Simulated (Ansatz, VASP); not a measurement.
# C213N2 (N-V-N) in two plane-wave programs, part 2 of 2

Aim: how closely do two programs agree when they are given the same cell, functional and k mesh? The cell is taken from a series of runs on this material, whose earlier steps may have relaxed, scaled, displaced or heated it; both programs get it as it stands.

VASP 6.6.1 and Ansatz 0.2.0.

So far. Step 2 (VASP: single point, PBE): The run ends at a pressure of 0.62 GPa, with forces up to 1.5 eV/Å.

## Step 3: Ansatz: single point, PBE

Level of this step: Ansatz beside VASP: Kohn-Sham DFT, plane waves, PBE (Ansatz).

Ansatz runs on its default PAW (the set named soft_2) files.

The same cell, functional, mesh and smearing now go to Ansatz.

Input file input.yaml:

```yaml
crystal:
  lattice:
    - [10.71468701, 0.0, 0.0]
    - [0.0, 10.71468701, 0.0]
    - [0.0, 0.0, 10.71468701]
  atoms:
    - { symbol: C, position: [-2.145434e-05, -0.00016864716, 2.862001e-05] }
    - { symbol: C, position: [-0.0001929766, 0.16635685999, 0.16655415508] }
    - { symbol: C, position: [0.1665371425, -0.00053171785, 0.16658610883] }
    - { symbol: C, position: [0.16653713799, 0.16638882716, -0.00033443732] }
    - { symbol: C, position: [0.08326617423, 0.08307252393, 0.08326980582] }
    - { symbol: C, position: [0.08303133788, 0.24957739464, 0.2497746822] }
    - { symbol: C, position: [0.24981484614, 0.08260448033, 0.24966902182] }
    - { symbol: C, position: [0.24981484131, 0.24947173195, 0.08280177054] }
    - { symbol: C, position: [-1.450514e-05, -0.00023901524, 0.33335689687] }
    - { symbol: C, position: [0.00056253387, 0.16700148854, 0.49978010591] }
    - { symbol: C, position: [0.16681784843, 0.00016909525, 0.49990716953] }
    - { symbol: C, position: [0.16608885658, 0.16577360408, 0.33287996047] }
    - { symbol: C, position: [0.08327982386, 0.08308129384, 0.41658169797] }
    - { symbol: C, position: [0.08485135488, 0.25067954503, 0.5826731653] }
    - { symbol: C, position: [0.25034260921, 0.08420759971, 0.58258021765] }
    - { symbol: C, position: [0.2513141873, 0.25055973535, 0.41331915227] }
    - { symbol: C, position: [0.0001429017, 0.00016028029, 0.66667578546] }
    - { symbol: C, position: [0.00014289727, 0.16667690929, 0.83319242099] }
    - { symbol: C, position: [0.16672049583, 0.00010910697, 0.83324357735] }
    - { symbol: C, position: [0.16721760527, 0.16718047679, 0.66617221956] }
    - { symbol: C, position: [0.08355771834, 0.08356431116, 0.7497883937] }
    - { symbol: C, position: [0.08340021606, 0.2498964283, 0.91648419057] }
    - { symbol: C, position: [0.2499632024, 0.08333151342, 0.91641313548] }
    - { symbol: C, position: [0.25034261198, 0.25077247611, 0.74914509331] }
    - { symbol: C, position: [-1.451131e-05, 0.33315960638, -4.173293e-05] }
    - { symbol: C, position: [0.00056255035, 0.49958281512, 0.16719876892] }
    - { symbol: C, position: [0.16608884414, 0.3326826719, 0.16597088008] }
    - { symbol: C, position: [0.166817842, 0.49970988859, 0.00036636495] }
    - { symbol: C, position: [0.08327982749, 0.41638440979, 0.08327856184] }
    - { symbol: C, position: [0.08485137181, 0.58247589346, 0.2508768099] }
    - { symbol: C, position: [0.25131416201, 0.41312187556, 0.2507569844] }
    - { symbol: C, position: [0.25034260641, 0.58238294068, 0.08440485077] }
    - { symbol: C, position: [0.00015617554, 0.33316684763, 0.33336415254] }
    - { symbol: C, position: [0.00015618154, 0.49998854919, 0.50018585241] }
    - { symbol: C, position: [0.16916374933, 0.33512225624, 0.49823045008] }
    - { symbol: C, position: [0.16916375375, 0.498033163, 0.33531954009] }
    - { symbol: C, position: [0.0838509627, 0.41657769981, 0.41677499496] }
    - { symbol: C, position: [0.08303132265, 0.58357803116, 0.58377531301] }
    - { symbol: C, position: [0.25131419394, 0.42003355789, 0.5827929629] }
    - { symbol: C, position: [0.25131416589, 0.58259571385, 0.42023082735] }
    - { symbol: C, position: [0.00056253353, 0.33357258929, 0.66635121416] }
    - { symbol: C, position: [-1.450342e-05, 0.49999580269, 0.83359170259] }
    - { symbol: C, position: [0.16681784411, 0.33344551897, 0.83318359606] }
    - { symbol: C, position: [0.16608885229, 0.50047274031, 0.66757909383] }
    - { symbol: C, position: [0.08327982358, 0.41677100583, 0.75027140298] }
    - { symbol: C, position: [0.08340021859, 0.5832589913, 0.91706577282] }
    - { symbol: C, position: [0.25010294283, 0.41657769898, 0.91677498225] }
    - { symbol: C, position: [0.2498148489, 0.58368366846, 0.75074819905] }
    - { symbol: C, position: [0.0001429197, 0.66647851681, 0.00035754385] }
    - { symbol: C, position: [0.00014292141, 0.83299514867, 0.16687417621] }
    - { symbol: C, position: [0.16721761397, 0.66597495367, 0.16737773519] }
    - { symbol: C, position: [0.1667205026, 0.83304630941, 0.00030637103] }
    - { symbol: C, position: [0.08355773264, 0.74959112922, 0.08376156761] }
    - { symbol: C, position: [0.08340021936, 0.9162869183, 0.25009371405] }
    - { symbol: C, position: [0.25034260715, 0.74894783355, 0.25096974733] }
    - { symbol: C, position: [0.24996320468, 0.91621586681, 0.08352878528] }
    - { symbol: C, position: [0.00056255638, 0.66615392874, 0.33376987463] }
    - { symbol: C, position: [-1.449748e-05, 0.83339442507, 0.50019308862] }
    - { symbol: C, position: [0.1660888454, 0.66738181947, 0.50067002264] }
    - { symbol: C, position: [0.16681785045, 0.83298632158, 0.33364279668] }
    - { symbol: C, position: [0.08327982652, 0.75007413416, 0.41696828821] }
    - { symbol: C, position: [0.08340021395, 0.91686850966, 0.58345627547] }
    - { symbol: C, position: [0.24981484384, 0.75055091543, 0.58388095044] }
[... 36 lines left out ...]
    - { symbol: C, position: [0.49880460496, 0.333676116, 0.16769151307] }
    - { symbol: C, position: [0.50003917522, 0.49985579162, 0.00016293974] }
    - { symbol: C, position: [0.4167452031, 0.41637073571, 0.08364989894] }
    - { symbol: C, position: [0.41770862102, 0.58172807038, 0.2516246039] }
    - { symbol: C, position: [0.58225519423, 0.41697000789, 0.25123568933] }
    - { symbol: C, position: [0.58341991796, 0.58323398533, 0.08337821505] }
    - { symbol: "N", position: [0.32851456353, 0.32628235843, 0.32647956847] }
    - { symbol: "N", position: [0.32851456003, 0.50687313701, 0.50707034916] }
    - { symbol: C, position: [0.5078584607, 0.3259587906, 0.50739389032] }
    - { symbol: C, position: [0.50785859345, 0.50719679043, 0.32615588423] }
    - { symbol: C, position: [0.4136268295, 0.58349119231, 0.58368847582] }
    - { symbol: C, position: [0.58225515864, 0.41618526007, 0.58231423573] }
    - { symbol: C, position: [0.58225519527, 0.58211698397, 0.4163826816] }
    - { symbol: C, position: [0.33431369189, 0.33477129088, 0.6654860678] }
    - { symbol: C, position: [0.33333133728, 0.50003939943, 0.83361305689] }
    - { symbol: C, position: [0.50003915207, 0.33329963047, 0.8333870272] }
    - { symbol: C, position: [0.49880462179, 0.49947925683, 0.66585844128] }
    - { symbol: C, position: [0.41674520244, 0.41678465645, 0.74990006857] }
    - { symbol: C, position: [0.41670837459, 0.58318384216, 0.91695463048] }
    - { symbol: C, position: [0.5832556679, 0.41657770706, 0.91677497174] }
    - { symbol: C, position: [0.5827011595, 0.58321218181, 0.74950122062] }
    - { symbol: C, position: [0.33348783827, 0.66623998316, 0.00055151559] }
    - { symbol: C, position: [0.33348783813, 0.83280116966, 0.16711270031] }
    - { symbol: C, position: [0.50010547062, 0.66736722502, 0.16598546234] }
    - { symbol: C, position: [0.50002523611, 0.8333799379, -2.72394e-05] }
    - { symbol: C, position: [0.41677773101, 0.75004785358, 0.08330483024] }
    - { symbol: C, position: [0.41670837005, 0.91639804441, 0.25016884686] }
    - { symbol: C, position: [0.58341991545, 0.74997447017, 0.25011870908] }
    - { symbol: C, position: [0.5833946103, 0.9166111815, 0.08343953881] }
    - { symbol: C, position: [0.33431365385, 0.66528881468, 0.33496857266] }
    - { symbol: C, position: [0.33333134109, 0.833415768, 0.50023668435] }
    - { symbol: C, position: [0.49880461917, 0.66566118502, 0.49967658264] }
    - { symbol: C, position: [0.50003917821, 0.83318975418, 0.33349690372] }
    - { symbol: C, position: [0.41674520128, 0.74970277903, 0.41698195247] }
    - { symbol: C, position: [0.41670835774, 0.91675736165, 0.58338112212] }
    - { symbol: C, position: [0.58270115363, 0.74930396839, 0.58340946813] }
    - { symbol: C, position: [0.58325566542, 0.91657770869, 0.4167749981] }
    - { symbol: C, position: [0.3330207475, 0.66788622049, 0.66808349599] }
    - { symbol: C, position: [0.33332891512, 0.83351990023, 0.83371716141] }
    - { symbol: C, position: [0.49990178005, 0.66663015337, 0.83348188705] }
    - { symbol: C, position: [0.49990177607, 0.83328463576, 0.66682742064] }
    - { symbol: C, position: [0.41656544882, 0.75045490863, 0.75065217633] }
    - { symbol: C, position: [0.41667776271, 0.91657771608, 0.91677497624] }
    - { symbol: C, position: [0.58339461491, 0.74991316574, 0.91674151436] }
    - { symbol: C, position: [0.58339459231, 0.91654426814, 0.75011042731] }
    - { symbol: C, position: [0.66669099413, -4.970992e-05, 0.00014754091] }
    - { symbol: C, position: [0.66637125398, 0.1667895089, 0.16698678511] }
    - { symbol: C, position: [0.83327501898, -7.213852e-05, 0.16677938671] }
    - { symbol: C, position: [0.83327500747, 0.16658211576, 0.00012513075] }
    - { symbol: C, position: [0.74987879795, 0.08331858897, 0.08351585998] }
    - { symbol: C, position: [0.74966171417, 0.25016950913, 0.25036681638] }
    - { symbol: C, position: [0.91659591604, 0.08318402874, 0.25003661756] }
    - { symbol: C, position: [0.91659591963, 0.24983932007, 0.0833813124] }
    - { symbol: C, position: [0.66646099503, 0.00011206788, 0.3335063414] }
    - { symbol: C, position: [0.66747174478, 0.16567273511, 0.5001241584] }
    - { symbol: C, position: [0.8336253101, -0.0002064441, 0.50005954345] }
    - { symbol: C, position: [0.83333789621, 0.16661714899, 0.33342974682] }
    - { symbol: C, position: [0.75030912281, 0.08297353972, 0.4167383825] }
    - { symbol: C, position: [0.750086845, 0.24997871517, 0.58337398874] }
    - { symbol: C, position: [0.91699412099, 0.08351449357, 0.58336747715] }
    - { symbol: C, position: [0.91679702454, 0.25004125835, 0.41671736312] }
    - { symbol: C, position: [0.66676640957, -0.00020639083, 0.66682012353] }
    - { symbol: C, position: [0.66676640159, 0.16653258536, 0.8335591031] }
    - { symbol: C, position: [0.83338125858, -5.647642e-05, 0.83340918402] }
    - { symbol: C, position: [0.83358691419, 0.16665137638, 0.66670133333] }
    - { symbol: C, position: [0.75008054131, 0.08332120527, 0.7500315104] }
    - { symbol: C, position: [0.74996934685, 0.24987724043, 0.91687138242] }
    - { symbol: C, position: [0.91668767798, 0.08327761819, 0.91667275386] }
    - { symbol: C, position: [0.91699412151, 0.24998523469, 0.7498382192] }
    - { symbol: C, position: [0.66646099638, 0.3333090505, 0.00030932374] }
    - { symbol: C, position: [0.66747180307, 0.499926886, 0.16586997719] }
    - { symbol: C, position: [0.83333790477, 0.33323244355, 0.16681444072] }
    - { symbol: C, position: [0.83362533175, 0.49986226207, -9.18802e-06] }
    - { symbol: C, position: [0.75030917034, 0.41654107419, 0.08317077498] }
    - { symbol: C, position: [0.75008692058, 0.58317673127, 0.25017596561] }
    - { symbol: C, position: [0.91679704084, 0.41652006716, 0.25023854401] }
    - { symbol: C, position: [0.91699415548, 0.58317019746, 0.08371174783] }
    - { symbol: C, position: [0.66617098827, 0.33358430405, 0.33378165967] }
    - { symbol: C, position: [0.66617100459, 0.49957103974, 0.49976839288] }
    - { symbol: C, position: [0.83338228008, 0.33332318215, 0.5000295203] }
    - { symbol: C, position: [0.83338230492, 0.49983222343, 0.33352047619] }
    - { symbol: C, position: [0.74967250215, 0.41657769258, 0.41677499942] }
    - { symbol: C, position: [0.74966172164, 0.58298588522, 0.58318318385] }
    - { symbol: C, position: [0.91679702564, 0.41663533991, 0.58331144399] }
    - { symbol: C, position: [0.91679704135, 0.58311415767, 0.41683262878] }
    - { symbol: C, position: [0.66747174633, 0.33322854997, 0.66767996742] }
    - { symbol: C, position: [0.66646100177, 0.49984636969, 0.83324062966] }
    - { symbol: C, position: [0.83362530253, 0.33329316094, 0.83355914663] }
    - { symbol: C, position: [0.83333790902, 0.4999229585, 0.66673554897] }
    - { symbol: C, position: [0.75030912951, 0.41661433092, 0.7503791537] }
    - { symbol: C, position: [0.74996937243, 0.58327819091, 0.91667856554] }
    - { symbol: C, position: [0.91682485567, 0.4165777053, 0.91677497643] }
    - { symbol: C, position: [0.91659591884, 0.58331610039, 0.7501686691] }
    - { symbol: C, position: [0.66676645014, 0.66662287331, -9.15772e-06] }
    - { symbol: C, position: [0.66676644667, 0.8333618598, 0.16672983363] }
    - { symbol: C, position: [0.83358696836, 0.6665040724, 0.16684863095] }
    - { symbol: C, position: [0.83338127767, 0.83321193048, 0.00014077353] }
    - { symbol: C, position: [0.7500805828, 0.74983425143, 0.08351845754] }
    - { symbol: C, position: [0.74996936581, 0.91667413166, 0.25007452538] }
    - { symbol: C, position: [0.91699415468, 0.7496409572, 0.25018250777] }
    - { symbol: C, position: [0.91668769027, 0.91647548815, 0.08347488768] }
    - { symbol: C, position: [0.66747180968, 0.66748272077, 0.33342581629] }
    - { symbol: C, position: [0.66646101345, 0.83304337971, 0.50004365642] }
    - { symbol: C, position: [0.833337923, 0.66653826162, 0.50012025542] }
    - { symbol: C, position: [0.8336253357, 0.83336188475, 0.3334904404] }
    - { symbol: C, position: [0.75030917433, 0.75018191877, 0.41681163185] }
    - { symbol: C, position: [0.74996935036, 0.91648132346, 0.58347547362] }
    - { symbol: C, position: [0.91659592115, 0.74997139476, 0.58351338839] }
    - { symbol: C, position: [0.91682485458, 0.91657771793, 0.41677500694] }
    - { symbol: C, position: [0.6663712725, 0.6663659218, 0.66656318879] }
    - { symbol: C, position: [0.66669100259, 0.83320517038, 0.83340241522] }
    - { symbol: C, position: [0.83327502734, 0.66657332189, 0.83342483722] }
    - { symbol: C, position: [0.83327502141, 0.83322757902, 0.66677058659] }
    - { symbol: C, position: [0.74987880315, 0.74983685468, 0.75003411517] }
    - { symbol: C, position: [0.75003356775, 0.91657772979, 0.91677498621] }
    - { symbol: C, position: [0.91668769052, 0.749877828, 0.91687722025] }
    - { symbol: C, position: [0.9166876775, 0.91667996323, 0.75007509564] }
  host:
    repeats: [3, 3, 3]
    atoms:
      - { symbol: C, position: [0.0, 0.0, 0.0] }
      - { symbol: C, position: [0.0, 0.5, 0.5] }
      # ... 6 more atoms of the perfect host
basis:
  ecutwfc: 420
  xc_grid: 2
hamiltonian:
  xc: pbe
kpoints:
  mp_grid: { grid: [1, 1, 1] }
magnetization:
  spin_polarized: true
  initial_magnetization: 0
  spin_locking: { lock_magnetization: hard }
scf:
  occupations: { method: fermi_dirac, width: 0.01 }
  max_iter: 100
  n_extra_bands: 16
  lower_state_search: "off"
output:
  forces: true
  eigenvalues: true
checkpoint:
  read: "../exc.ground.q0.run"
  write: "../exc0_q0.ground.l1.run"
  compress: false
  write_wavefunctions: false
  write_every: 100000
```

Started as:

```
$ ansatz run input.yaml --threads 12 --pin off --max-ram 56524MiB --backend cuda --events-out ev --progress --plain --runs-dir out
```

Output:

```text
Warning: the atoms were moved onto the symmetric positions of the space group found under crystal.symmetry.tolerance 1.0e-5 (fractional; no operation is sought that the atoms, as they stand in a round, miss by more than twice it, and no atom is moved by as much as it), and the run uses the moved positions. Before a round's move an operation carried an atom to 3.01e-6 Å from where it should land, the largest such dist [...]
Warning: checkpoint.read: the run can stay near the saved state's solution: 215 site(s) moved relative to the saved geometry (max |Δs| = 7.214e-3 fractional); the SCF starts from the saved state under `checkpoint.density_extrapolation: transplant`, in force with no word given; its orbitals are not used off its sites. A run without `checkpoint.read` takes nothing of the state. A lower free energy from it at the same positions (and U, V and field ramp, if any) shows a solution that this start missed, and an equal or higher one rules none out (checkpoint.read, Limitations, in the input reference)
[...]
SCF 1 converged in 7 iterations: F = -54182.696641 eV  dr2 = 2.88e-8
[...]
SCF converged after 7 iterations
[...]
k-point 0 ↓: bands = ["-8.3213", "-7.4834", "-7.4314", "-7.2725", "-7.2683", "-7.2653", "-7.2119", "-6.6716", "-6.5594", "-6.2739", "-6.2715", "-6.2677", "-6.2649", "-6.2597", "-6.2588", "-6.2462", "-6.2432", "-6.2318", "-6.1216", "-5.5605", "-5.4535", "-5.2835", "-5.2767", "-5.2690", "-5.2680", "-5.2654", "-5.1646", "-4.6322", "-4.3971", "-4.2883", "-4.2859", "-4.2591", "-4.1932", "-3.9658", "-3.7553", "-3.3924",  [...]
```

## Step 4: Differences

Known differences besides the potentials themselves: the cutoff is 420 eV in Ansatz and 520 eV in VASP (PREC = Accurate, projectors in real space). Total energies have different zeros and are not compared.

Forces on 8 of the 215 atoms, those with the largest forces and the largest differences (eV/Å; atoms numbered as in POSCAR):

```csv
atom,"Ansatz x, y, z","VASP x, y, z"
C86,"-0.676, 0.183, -0.183","-0.682, 0.181, -0.181"
C92,"0.294, 0.096, -0.096","0.293, 0.100, -0.100"
C102,"-0.676, -0.183, 0.183","-0.682, -0.181, 0.181"
C105,"0.873, 0.889, -0.889","0.854, 0.905, -0.905"
C106,"0.873, -0.889, 0.889","0.854, -0.905, 0.905"
C107,"-0.141, -0.019, -0.019","-0.113, -0.021, -0.021"
N214,"-0.365, 0.017, 0.017","-0.368, 0.017, 0.017"
N215,"-0.365, -0.017, -0.017","-0.368, -0.017, -0.017"
```

The forces differ by 4.0 meV/Å r.m.s., which is 3.9 % of the r.m.s. force of 0.103 eV/Å (both taken over all components).

## Step 5: Outcome

```yaml
r_m_s_force_difference_single_point_pbe: 4.0 meV/Å
```

In words: The r.m.s. force difference is 4.0 meV/Å (single point, PBE), within the 12 meV/Å picked in this series as the mark of a large difference. How closely two codes agree says nothing of how well the functional describes the real material.

[Lines on the potential files, build, host, timing and source positions are cut from VASP's logs without a mark.]

[Logs are printed without paths, hosts, clocks, repeated set-up lines and the standing remarks that a program may print on its own settings, such as how far it seeks lower states.]

[Hosts, paths, dates, database ids (printed as entryN), source tags and the programs' standing remarks are cut or masked in the printed files.]
